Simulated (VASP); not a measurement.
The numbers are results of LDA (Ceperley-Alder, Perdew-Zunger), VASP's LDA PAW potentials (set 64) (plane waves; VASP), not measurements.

A VASP calculation is set up with these files.

### POSCAR
```
BaTiO3
1
    3.9497327172     0.0000000000     0.0000000000
    0.0000000000     3.9497327172     0.0000000000
   -0.0000000000     0.0000000000     3.9497327172
Ba Ti O
1 1 3
Direct
  0.0000000000   0.0000000000   0.0000000000
  0.5000000000   0.5000000000   0.5000000000
  0.5000000000   0.0000000000   0.5000000000
  0.0000000000   0.5000000000   0.5000000000
  0.5000000000   0.5000000000   0.0000000000
```

File KPOINTS:
```
Regular mesh
0
G
  6 6 6
```

### INCAR
```
ALGO  =  Normal   # blocked Davidson
LMAXMIX  =  4   # l cut-off of mixed one-centre charges
NELM  =  100   # most electronic steps
SIGMA  =  0.05   # width (eV)
EDIFF  =  1E-6
LCHARG  =  .FALSE.
IBRION  =  2   # conjugate gradients
ENCUT  =  620   # plane-wave cut-off (eV)
NSW  =  40
LWAVE  =  .FALSE.
LREAL  =  .FALSE.   # projection in real space or not
SYSTEM  =  BaTiO3
ISMEAR  =  0
EDIFFG  =  -0.02   # ionic stop
ISIF  =  3   # ions, shape and volume
PREC  =  Accurate
LASPH  =  .TRUE.   # aspherical one-centre terms
```

POTCAR, in this order: Ba_sv Ti_sv O (LDA.64 set). Program: vasp_std.

Unless said otherwise, spin-orbit coupling is left out, though it shifts the bands of the heavy elements here.

Q: Predict the energy per atom (σ→0), band gap (on the k-mesh).

A: 
| Property | Value |
|---|---|
| energy per atom (σ→0) | -852.2 kJ/mol of atoms |
| band gap (on the k-mesh) | 1.73 eV |

### OSZICAR
```
...
DAV:  10    -0.441694351996E+02    0.47736E-02   -0.96054E-02  1304   0.249E+00    0.612E-01
DAV:  11    -0.441652292117E+02    0.42060E-02   -0.42484E-02  1376   0.145E+00    0.189E-01
DAV:  12    -0.441647167449E+02    0.51247E-03   -0.26868E-03  1136   0.484E-01    0.512E-02
DAV:  13    -0.441647478520E+02   -0.31107E-04   -0.13675E-03  1392   0.289E-01    0.708E-02
DAV:  14    -0.441646701580E+02    0.77694E-04   -0.44811E-04  1240   0.146E-01    0.173E-02
DAV:  15    -0.441646699463E+02    0.21169E-06   -0.17169E-05  1192   0.370E-02    0.654E-03
DAV:  16    -0.441646694740E+02    0.47236E-06   -0.17618E-06   760   0.900E-03
   1 F= -.44164669E+02 E0= -.44164669E+02  d E =-.441647E+02
```

The compound is BaTiO3 in the cubic perovskite structure, the ideal cubic form; the compound distorts at low or room temperature. It was relaxed first.
